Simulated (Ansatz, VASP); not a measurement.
# SmCd in two plane-wave programs

Aim: how closely do two programs agree when they are given the same cell, functional and k mesh? Of the first pair: The two relaxations start from unlike cells of this crystal (the structure described is Ansatz's start), so only their ends are compared.

Main program and level: Ansatz 0.2.0; plane waves, with VASP 6.6.1 beside it; relaxation of cell and atoms at PBEsol and zone-centre phonons at PBEsol.

In doubt: a part-filled 4f shell, where there is one, can sit in one of many states, so energies may not be the lowest and differences between runs may mislead.

## Step 1: The starting structure

It takes space group Pm-3m (No. 221, cubic). Conventional cell: a = 3.771 Å, b = 3.771 Å, c = 3.771 Å, α = 90.00°, β = 90.00°, γ = 90.00°. Sm has 8 Cd at 3.27 Å nearest. Nearest to Cd lie 8 Sm at 3.27 Å. Farther neighbours are not listed.

## Step 2: Ansatz: relaxation of cell and atoms, PBEsol, pair 1

Ansatz runs on its default PAW (the set named soft_2) files.

The relaxed volume is the usual yardstick between codes: in a stiff, nearly cubic crystal its relative difference is about their pressure difference at one cell divided by the bulk modulus.

The input, input.yaml:

```yaml
crystal:
  lattice:
    - [3.771, 0.0, 0.0]
    - [0.0, 3.771, 0.0]
    - [0.0, 0.0, 3.771]
  atoms:
    - { symbol: Sm, position: [0.5, 0.5, 0.5], spin: 6.27 }
    - { symbol: Cd, position: [0.0, 0.0, 0.0] }
kpoints:
  mp_grid: { grid: [10, 10, 10] }
hamiltonian:
  xc: pbesol
scf:
  occupations: { method: gaussian, width: 0.1 }
output:
  forces: true
  stress: true
  eigenvalues: true
  populations: true
  write_density: true
  write_potential: true
  elf: true
  volumetric_format: npy
magnetization:
  spin_polarized: true
relax:
  adjacent_minimum: "off"
  f_tol: 0.005
  max_steps: 80
  cell: { stress_tol: 0.05 }
```

Started as:

```
> ansatz run input.yaml --threads 8 --pin off --max-ram 14336MiB --backend cpu --events-out ev --progress --plain --runs-dir out
```

Numbers of over 12 decimals in the logs are rounded to 6 here.

Log:

```text
Warning: where an SCF of this run starts from atoms to list the orders of its open shells, Sm (site 0, from 0) starts with 5.22 μB on its 4f shell and 0.78 μB on its 5d shell, in the place of the 6.27 μB that the deck gives it: its open shells can hold no more by Hund's first rule. To start from spheres of the given moment, type scf.initial_density.shell_occupations: []
Sm: projections on atomic orbitals take those of the free atom [Kr 4d10] 4f6 5s2 5p6 5d0 6s2, of charge +0.00 (hamiltonian.pseudopotentials.projection_atoms); the dataset's partial waves leave at most 1.0e-3 of an orbital's norm unspanned inside its sphere
Engine: ansatz 0.2.0, aarch64-unknown-linux-gnu
Pseudopotentials: kind: paw
Pseudopotential: Sm, paw, valence charge 16, recommended cutoff 420 eV (normal), Sm.paw.azcp
Pseudopotential: Cd, paw, valence charge 20, recommended cutoff 420 eV (normal), Cd.paw.azcp
Functional definition: PBEsol
  exchange = pbesol_x
  correlation = pbesol_c
Crystal: 2 atoms, lattice volume = 53.625 Å³
Basis set: ecut = 420 eV, 1021 PW (Γ), exchange–correlation on 54×54×54 points (8 copies of the dense FFT grid, shifted against one another)
Bands: 26, of which v1, the nominal top of the filled ones, is band 18 counted from 1 (17 counted from 0)
Symmetry: 48 space group operations
Space group: Pm-3m (ITA 221), of the structure as read, at distance tolerance 3.8e-5 Å
Magnetic group: BNS 221.92 (UNI 1594), of the structure as read, at distance tolerance 3.8e-5 Å
k-points: 56 of 1000
Non-local potential: Sm, projectors of the file, l = 0: 3, l = 1: 2, l = 2: 2, l = 3: 3
Non-local potential: Cd, projectors of the file, l = 0: 3, l = 1: 2, l = 2: 2, l = 3: 1
PAW form: soft (Blöchl's): semilocal exchange-correlation on the pseudo side does not see the compensation charge
PAW frozen core: Sm, regenerated for the run's functional, and the local potential with it (the file was generated under x = pbe(κ = 0.804, μ = 0.219515), c = pbe(β = 0.066725))
PAW frozen core: Cd, regenerated for the run's functional, and the local potential with it (the file was generated under x = pbe(κ = 0.804, μ = 0.219515), c = pbe(β = 0.066725))
PAW one-centre angular grid: Sm, 590 points (default); XC on 64 Gauss nodes
PAW one-centre angular grid: Cd, 590 points (default); XC on 64 Gauss nodes
Initial density: superposition of atomic densities (chi_scale 0.1, normalization cell)
Starting moments: Σ|m| = 6.27 μB on 1 of 2 sites
Initial wavefunctions: pseudopotential atomic-orbital guess
Functional: x = pbesol(κ = 0.804, μ = 0.123457), c = pbesol(β = 0.046)
SCF iter   1: F=—  HF=-16329.086010 eV  |F-HF|=—  |Δ(HF+E_count)|=         —  Δρ=3.09e-2 (↑3.09e-2 ↓2.06e-2)  dr2=1.35e0  dr2_m=1.19e-1  M=6.012 μB ∫|m|=6.015 μB  β_m=0.30  ethr=3.10e-3  ⟨swp⟩=4.6  Hψ=10246  notcnv=0
Mixer restart at iter 1: flushing history
preconditioner: auto → Kerker (q_TF=auto, 2.553 Å⁻¹)  [metal: Δε(μ)=0.001 eV  Ē_g=10.318 eV  σ=0.100 eV  W_gap=0.00  n_scr=18 (ndim 8)  ℏωp=25.9 eV  f_vac=0.000  D(μ)=15.85/eV (n_scr^D=364)]
spin=Collinear: Kerker preconditioning applied to the charge; magnetization (m = ρ↑ − ρ↓) channel mixes plain (no charge-response kernel on spin).
SCF iter   2: F=—  HF=-16329.102932 eV  |F-HF|=—  |Δ(HF+E_count)|=   1.69e-2  Δρ=2.03e-2 (↑2.03e-2 ↓1.24e-2)  dr2=5.59e-1  dr2_m=5.77e-2  M=5.982 μB ∫|m|=5.984 μB  β_m=0.54  ethr=3.10e-3  ⟨swp⟩=2.5  Hψ=5224  notcnv=0  defer=97
SCF iter   3: F=—  HF=-16329.303992 eV  |F-HF|=—  |Δ(HF+E_count)|=   2.01e-1  Δρ=1.13e-2 (↑1.13e-2 ↓3.66e-3)  dr2=1.01e-1  dr2_m=1.52e-2  M=5.939 μB ∫|m|=5.941 μB  β_m=0.66  ethr=1.55e-3  ⟨swp⟩=2.8  Hψ=5449  notcnv=0  defer=98
SCF iter   4: F=—  HF=-16329.430291 eV  |F-HF|=—  |Δ(HF+E_count)|=   1.26e-1  Δρ=4.62e-3 (↑4.62e-3 ↓1.38e-3)  dr2=2.19e-2  dr2_m=1.91e-3  M=5.916 μB ∫|m|=5.919 μB  β_m=0.83  ethr=2.81e-4  ⟨swp⟩=2.8  Hψ=6468  notcnv=0  defer=90
SCF iter   5: F=—  HF=-16329.457424 eV  |F-HF|=—  |Δ(HF+E_count)|=   2.71e-2  Δρ=4.87e-3 (↑4.87e-3 ↓9.17e-4)  dr2=1.94e-2  dr2_m=2.42e-3  M=5.926 μB ∫|m|=5.928 μB  β_m=0.81  ethr=6.08e-5  ⟨swp⟩=2.1  Hψ=5011  notcnv=0  defer=90
SCF iter   6: F=—  HF=-16329.468730 eV  |F-HF|=—  |Δ(HF+E_count)|=   1.13e-2  Δρ=7.26e-4 (↑7.26e-4 ↓5.24e-4)  dr2=9.45e-4  dr2_m=2.73e-5  M=5.932 μB ∫|m|=5.934 μB  β_m=0.90  ethr=5.38e-5  ⟨swp⟩=2.5  Hψ=5846  notcnv=0  defer=90
SCF iter   7: F=—  HF=-16329.468661 eV  |F-HF|=—  |Δ(HF+E_count)|=   6.92e-5  Δρ=2.34e-4 (↑2.34e-4 ↓1.59e-4)  dr2=5.08e-5  dr2_m=4.72e-6  M=5.937 μB ∫|m|=5.939 μB  β_m=0.95  ethr=2.62e-6  ⟨swp⟩=2.0  Hψ=4562  notcnv=0  defer=90
SCF iter   8: F=—  HF=-16329.468722 eV  |F-HF|=—  |Δ(HF+E_count)|=   6.10e-5  Δρ=4.50e-5 (↑3.77e-5 ↓4.50e-5)  dr2=1.92e-6  dr2_m=3.37e-7  M=5.937 μB ∫|m|=5.939 μB  β_m=0.98  ethr=1.41e-7  ⟨swp⟩=2.0  Hψ=4558  notcnv=0  defer=90
[...]
spin=Collinear: Kerker preconditioning applied to the charge; magnetization (m = ρ↑ − ρ↓) channel mixes plain (no charge-response kernel on spin).
SCF iter   2: F=—  HF=-16329.476495 eV  |F-HF|=—  |Δ(HF+E_count)|=   2.69e-3  Δρ=1.72e-3 (↑1.72e-3 ↓1.72e-3)  dr2=8.93e-4  dr2_m=1.40e-3  M=5.936 μB ∫|m|=5.937 μB  β_m=0.65  ethr=1.60e-5  ⟨swp⟩=2.0  Hψ=4048  notcnv=0
[...]
SCF 2 converged in 9 iterations: F = -16329.477545 eV  dr2 = 3.11e-8
relax step   2: F+E_penalty+E_count = -16329.47754537 eV  Δ(F+E_penalty+E_count) = -8.822e-3 eV  max|allowed force component| = 1.561e-30 eV/Å  Δτ_max = 0.0000 Å  P = -0.013 GPa  Ω = 55.631 Å³  energy of the carried Pulay correction = -6.467e-4 eV  (9 SCF iters, dr2 threshold 2.00e-7 eV, accepted)
Initial wavefunctions: pseudopotential atomic-orbital guess (no wavefunctions were taken with the density)
[...]
SCF iter   1: F=—  HF=-16329.478196 eV  |F-HF|=—  |Δ(HF+E_count)|=         —  Δρ=3.91e-5 (↑3.91e-5 ↓3.07e-5)  dr2=5.68e-7  dr2_m=1.19e-7  M=5.955 μB ∫|m|=5.957 μB  β_m=0.65  ethr=2.15e-8  ⟨swp⟩=3.7  Hψ=20002  notcnv=0
preconditioner: auto → Kerker (q_TF=auto, 2.537 Å⁻¹)  [metal: Δε(μ)=0.003 eV  Ē_g=10.724 eV  σ=0.100 eV  W_gap=0.02  n_scr=18 (ndim 8)  ℏωp=25.4 eV  f_vac=0.000  D(μ)=10.42/eV (n_scr^D=178)]
spin=Collinear: Kerker preconditioning applied to the charge; magnetization (m = ρ↑ − ρ↓) channel mixes plain (no charge-response kernel on spin).
SCF iter   2: F=—  HF=-16329.478194 eV  |F-HF|=—  |Δ(HF+E_count)|=   1.75e-6  Δρ=2.51e-5 (↑2.51e-5 ↓1.17e-5)  dr2=3.87e-7  dr2_m=5.90e-8  M=5.955 μB ∫|m|=5.957 μB  β_m=0.65  ethr=1.58e-9  ⟨swp⟩=2.0  Hψ=4793  notcnv=0
SCF iter   3: F=—  HF=-16329.478194 eV  |F-HF|=—  |Δ(HF+E_count)|=   6.66e-9  Δρ=3.19e-6 (↑3.19e-6 ↓2.92e-6)  dr2=1.20e-8  dr2_m=1.37e-9  M=5.955 μB ∫|m|=5.957 μB  β_m=0.61  ethr=1.07e-9  ⟨swp⟩=2.0  Hψ=4275  notcnv=0
SCF iter   4: F=—  HF=-16329.478194 eV  |F-HF|=—  |Δ(HF+E_count)|=   3.33e-8  Δρ=1.68e-6 (↑1.35e-6 ↓1.68e-6)  dr2=8.05e-9  dr2_m=1.92e-10  M=5.955 μB ∫|m|=5.957 μB  β_m=0.69  ethr=3.33e-11  ⟨swp⟩=2.4  Hψ=4544  notcnv=0
SCF iter   5: F=—  HF=-16329.478194 eV  |F-HF|=—  |Δ(HF+E_count)|=  2.84e-10  Δρ=1.36e-6 (↑1.36e-6 ↓7.35e-7)  dr2=1.05e-9  dr2_m=2.78e-10  M=5.955 μB ∫|m|=5.957 μB  β_m=0.81  ethr=2.24e-11  ⟨swp⟩=2.0  Hψ=4519  notcnv=0
SCF iter   6: F=—  HF=-16329.478194 eV  |F-HF|=—  |Δ(HF+E_count)|=   2.00e-9  Δρ=7.09e-7 (↑7.09e-7 ↓2.52e-7)  dr2=2.31e-10  dr2_m=5.38e-11  M=5.955 μB ∫|m|=5.957 μB  β_m=0.90  ethr=2.92e-12  ⟨swp⟩=2.3  Hψ=4580  notcnv=0
SCF iter   7: F=—  HF=-16329.478194 eV  |F-HF|=—  |Δ(HF+E_count)|=   1.02e-9  Δρ=5.31e-7 (↑5.31e-7 ↓5.22e-8)  dr2=1.60e-10  dr2_m=3.70e-11  M=5.955 μB ∫|m|=5.957 μB  β_m=0.95  ethr=1.00e-12  ⟨swp⟩=2.0  Hψ=4535  notcnv=0
SCF iter   8: F=—  HF=-16329.478194 eV  |F-HF|=—  |Δ(HF+E_count)|=  3.95e-10  Δρ=1.11e-7 (↑1.11e-7 ↓3.15e-8)  dr2=1.05e-11  dr2_m=1.47e-12  M=5.955 μB ∫|m|=5.957 μB  β_m=0.98  ethr=1.00e-12  ⟨swp⟩=2.0  Hψ=4543  notcnv=0
SCF iter   9: F=—  HF=-16329.478194 eV  |F-HF|=—  |Δ(HF+E_count)|=  5.46e-12  Δρ=3.25e-8 (↑3.25e-8 ↓9.12e-9)  dr2=4.44e-13  dr2_m=1.72e-13  M=5.955 μB ∫|m|=5.957 μB  β_m=0.99  ethr=1.00e-12  ⟨swp⟩=1.6  Hψ=3307  notcnv=0
SCF iter  10: F=-16329.478194 eV  HF=-16329.478194 eV  |F-HF|=1.82e-12  |Δ(HF+E_count)|=  3.64e-12  Δρ=6.45e-8 (↑6.45e-8 ↓5.52e-9)  dr2=2.13e-12  dr2_m=5.83e-13  M=5.955 μB ∫|m|=5.957 μB  ethr=1.00e-12  ⟨swp⟩=3.9  Hψ=10781  notcnv=0
SCF 3 converged in 10 iterations: F = -16329.478194 eV  dr2 = 2.13e-12
relax step   3: F+E_penalty+E_count = -16329.47819375 eV  Δ(F+E_penalty+E_count) = -6.484e-4 eV  max|allowed force component| = 3.172e-30 eV/Å  Δτ_max = 0.0000 Å  P = -0.016 GPa  Ω = 55.631 Å³  stress off target by 1.56e-2 GPa  SCF on the basis re-selected at this cell (its energy is not comparable with the rows above)  (10 SCF iters)
basis re-selected at this cell: Δ(F+E_penalty+E_count) = -6.484e-4 eV, ΔP = -0.003 GPa vs the last step (what re-selecting the basis moved, of the pressure what is left beyond the Pulay correction that the steps carried, after the strain that the cell walked since its last selection, with what the two solves' SCF thresholds leave and, on support functions, any second-order correction that the steps lacked; it is no m [...]
SCF converged after 10 iterations
Magnetization: 5.9549 μB (20.9775 up, 15.0225 down)
Absolute magnetization: 5.9578 μB (∫|ρ↑−ρ↓|, with the PAW one-centre terms)
Spin contamination: 0.0411 ħ² per cell (⟨S²⟩ above its minimum at these occupations)
Per-site moments (μB) at R_I (Å): [(5.710518, 1.363723), (0.032439, 1.363723)]
Free energy (F): -16329.478194 eV
Harris-Foulkes:  -16329.478194 eV  (|F-HF|=1.82e-12)
Internal energy: -16329.426077 eV  (E = F + TS)
E sigma→0 (E₀):  -16329.452135 eV
Entropy (-TS):   -0.052117 eV (-26.058 meV/atom)
Fermi energy:    12.534667 eV
--- Per-component energies (eV) ---
  E_band       = -420.870440
  E_kinetic    = 838.762924
  E_local      = -4748.837323  (includes V_loc(G=0)·N_el)
  E_nonlocal   = 440.192424
  E_hartree    = 2108.768449
  E_xc         = -350.315042
  E_vxc        = -412.970531  (∫ρ·V_xc dr)
  E_paw        = -10140.443101  (= ΣΔE_a)
  E_vpaw       = -755.554898  (= ΣTr[D̂ρ^β])
  E_aug_tail   = 0.000012  (compensation charges beyond the density's cutoff)
  E_ewald      = -4478.408138
  E_core_change = 0.853718  (= ΣΔE_core)
  E_smearing   = -0.052117  (= −TS)
  E_closure    = 0.000000  (closes the sum)
  Σ components = -16329.478194   (vs F -16329.478194, Δ=0.00e0)
--- Forces (eV/Å), atoms counted from 1 ---
  atom   1  Sm    -0.00000000     0.00000000     0.00000000
  atom   2  Cd     0.00000000    -0.00000000     0.00000000
  max |Σ_I F_I| component: 6.28e-30 eV/Å
--- Stress (GPa, compression-positive) ---
       -0.015614       0.000000       0.000000
        0.000000      -0.015614       0.000000
        0.000000       0.000000      -0.015614
  P = ⅓ Tr σ = -0.0156 GPa (-0.156 kbar)
--- Band table (eV; the first three rows and the last of 112) ---
  k-point 0 ↑: bands = [... 14 lower, 12.2091, 12.2371, 12.2371, 12.2371, 12.4357, 12.4357, 12.4357, 12.7829, ... 4 higher]
  k-point 1 ↑: bands = [... 14 lower, 12.2092, 12.2166, 12.2442, 12.2442, 12.4290, 12.4409, 12.4409, 12.7591, ... 4 higher]
  k-point 2 ↑: bands = [... 14 lower, 12.1311, 12.2097, 12.2650, 12.2650, 12.4143, 12.4554, 12.4554, 12.4998, ... 4 higher]
  k-point 55 ↓: bands = [... 14 lower, 11.2584, 11.2584, 11.9974, 16.1019, 16.1019, 16.1019, 16.1554, 16.1554, ... 4 higher]
--- Relaxed structure (2 steps of the walk, 2 accepted, 1 SCFs on fresh bases) ---
  F+E_penalty+E_count = -16329.47819375 eV   max|allowed force component| = 3.172e-30 eV/Å   (the final SCF, on the basis selected at the relaxed cell)
  cell:  # Å, volume = 55.6307 Å³
    - [3.817433, 0.0, 0]
    - [0.0, 3.817433, 0.0]
    - [0, 0.0, 3.817433]
  atoms:
    - { symbol: Sm, position: [0.5, 0.5, 0.5] }
    - { symbol: Cd, position: [0, 0, 0] }
--- Löwdin populations: 2 sites ---
  site symbol       q [e]    m [muB]
     0     Sm     16.8276     5.9428
     1     Cd     18.9337    -0.0129
  spilling = 0.006629 (of n_electrons = 36.000000)
```

(Part 1 of 3 ends here.)

[Lines on the potential files, build, host, timing and source positions are cut from VASP's logs without a mark.]

[Logs are printed without paths, hosts, clocks, repeated set-up lines and the standing remarks that a program may print on its own settings, such as how far it seeks lower states.]

[Hosts, paths, dates, database ids (printed as entryN), source tags and the programs' standing remarks are cut or masked in the printed files.]
